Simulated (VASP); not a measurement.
HfO₂ (fluorite): the lattice constant a from VASP (plane waves, PAW) at several levels of theory. Static lattice.

```tsv
level	lattice constant a (Å)
LDA	4.984
PBE	5.074
PBEsol	5.022
RPBE	5.109
AM05	5.021
PBE-D3(BJ)	5.049
PBE-D4	5.051
optB88-vdW	5.065
rev-vdW-DF2	5.051
revTPSS	5.052
SCAN	5.020
r2SCAN	5.035
```

The cell of the LDA run:

HfO₂ has the cubic space group Fm-3m (No. 225), the fluorite structure, Pearson symbol cF12. Lattice parameters: a = 4.9835 Å, b = 4.9835 Å, c = 4.9835 Å, α = 90.00°, β = 90.00°, γ = 90.00°. Hf on 4a has 8 O at 2.158 Å (cubic). O on 8c is coordinated by 4 Hf at 2.158 Å (tetrahedral). (Neighbours: up to the widest gap in distance over summed covalent radii, below 1.35, at either atom; cation-cation and far metal-metal contacts left out.)
(The calculation used a cell of 3 atoms; values per cell refer to that cell.)

Only levels that ran to the end are used. Left out are those held back, those with too coarse a band path, GW runs whose mesh misses a band edge, hybrids' fits of cells that aren't cubic and levels without matching references; a question may draw on a part of the rest.

The compound is HfO2 in the fluorite structure, the high-temperature cubic form, which is unstable at 0 K; the monoclinic form is the stable one.
